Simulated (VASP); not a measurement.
```
Si
1.0
    0.00000     2.76981     2.76981
    2.76981     0.00000     2.76981
    2.76981     2.76981     0.00000
Si
2
Direct
  0.00000   0.00000   0.00000
  0.25000   0.25000   0.25000
```

The base run (VASP): PBE GGA, plane waves, VASP's PBE PAW potentials (set 64). Settings: 400 eV cut-off, 8×8×8 Γ-centred mesh, Gaussian smearing of 0.050 eV, potentials Si.

One setting is varied; ΔE counts from the base run. The base run took about 10 core-seconds. Times come from single runs on busy shared machines, so they are rough: good to a factor of about 2.

```csv
setting,cost over the base run,electronic steps,ΔE (meV/atom)
base run,reference,11,0.0
"AMIX = 0.1, BMIX = 3.0, IMIX = 4",within a factor of 2,12,0.0
"AMIX = 0.05, BMIX = 1.0, IMIX = 4",within a factor of 2,13,0.0
"AMIX = 0.6, BMIX = 3.0, IMIX = 1",about 2 times,30,0.0
"AMIX = 0.2, BMIX = 1.0, IMIX = 1",about 2 times,35,0.0
"AMIX = 0.05, BMIX = 0.0001, IMIX = 1",about 3 times,75,0.0
```

Left out are runs that failed, have no time on record or changed the cell.

The compound is Si in the diamond structure. The cell was not relaxed at this level.
